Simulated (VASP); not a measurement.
A run of VASP 6.6.1:

File INCAR:

```
SYSTEM = Li4P
PREC = Accurate ; ENCUT = 600
EDIFF = 1E-7 ; ISMEAR = 0
SIGMA = 0.05 ; LREAL = .False.
LASPH = .True. ; NELM = 60
ALGO = Normal ; ISIF = 3
LWAVE = .False. ; LCHARG = .False.
GGA = PE ; IBRION = 2
NSW = 40 ; EDIFFG = -0.01
```

KPOINTS

```
Automatic mesh
0
Gamma
  7 7 7
  0 0 0
```

File POSCAR:

```
Li4P
1.0
    4.8297946900      0.0000000000      0.0000000000
   -2.4148973500      4.1827249000      0.0000000000
    0.0000000000      0.0000000000      3.8701965400
Li P
4 1
Direct
    0.6178541100      0.0000000000      0.0000000000
    0.0000000000      0.6178541100      0.0000000000
    0.3821458900      0.3821458900      0.0000000000
    0.0000000000      0.0000000000      0.5000000000
    0.0000000000      0.0000000000      0.0000000000
```

Potentials or basis: VASP PAW PBE potentials, release 64 (Li_sv, P).

Launch:

```bash
$ cat potpaw_PBE.64/Li_sv/POTCAR potpaw_PBE.64/P/POTCAR > POTCAR
$ mpirun -np 1 vasp_std > vasp.out
```

Hardware: 1 thread of Intel(R) Xeon(R) Platinum 8559C (Emerald Rapids), on a shared host.

Task: How long does it take, and how much memory?

Result: Run time: 9.2 min on 1 thread of Intel(R) Xeon(R) Platinum 8559C (Emerald Rapids), with other jobs on the host, peak memory 0.22 GiB. Counts: scf iterations 200, k points 32, ion steps 20.
